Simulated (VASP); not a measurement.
Computed with PBE GGA, VASP's PBE PAW potentials (set 64) (plane waves; VASP).

The input files of a VASP run:

INCAR:
```
! general
SYSTEM  = Rh
PREC    = Accurate
ENCUT   = 480
LREAL   = .FALSE.
LASPH   = .TRUE.   ! aspherical one-centre terms

! electronic loop
EDIFF   = 1E-7
NELM    = 100
ALGO    = Normal
LMAXMIX = 4   ! l cut-off of mixed one-centre charges

! smearing
ISMEAR  = 1
SIGMA   = 0.1

! functional
GGA     = PE

! ions
ISIF    = 2

! output
LWAVE   = .FALSE.
LCHARG  = .FALSE.
```

File KPOINTS:
```
Automatic mesh
0
Gamma
16 16 16
0 0 0
```

File POSCAR:
```
Rh
2.6492620
  0.0000000000   0.7071066497   0.7071066497
  0.7071066497   0.0000000000   0.7071066497
  0.7071066497   0.7071066497   0.0000000000
Rh
1
Cart
  0.0000000000   0.0000000000   0.0000000000
```

POTCAR, in this order: Rh_pv (PBE.64 set). Program: vasp_std.

Predict the energy per atom (σ→0), pressure, band gap (on the k-mesh).

```
Quantity                                                     Value
------------------------  ----------------------------------------
energy per atom (σ→0)                               -7.204 eV/atom
band gap (on the k-mesh)  none (metal, semimetal or under 0.01 eV)
pressure                                                 20.24 GPa
```

### OSZICAR
```
...
DAV:   5    -0.769007914112E+01   -0.12189E-03   -0.12189E-03  3669   0.421E-01    0.114E+01
DAV:   6    -0.722904279233E+01    0.46104E+00   -0.10351E+00  3313   0.153E+01    0.422E+00
DAV:   7    -0.720790219563E+01    0.21141E-01   -0.30036E-02  3595   0.235E+00    0.187E+00
DAV:   8    -0.720422449756E+01    0.36777E-02   -0.50524E-03  3277   0.115E+00    0.254E-01
DAV:   9    -0.720401036514E+01    0.21413E-03   -0.26435E-04  3679   0.268E-01    0.206E-02
DAV:  10    -0.720401472646E+01   -0.43613E-05   -0.35184E-06  3631   0.250E-02    0.318E-03
DAV:  11    -0.720401464226E+01    0.84191E-07   -0.51129E-07  3556   0.106E-02
   1 F= -.72040146E+01 E0= -.72039223E+01  d E =-.276990E-03
```

The compound is Rh in the fcc structure. This cell was strained or had an atom moved on purpose.
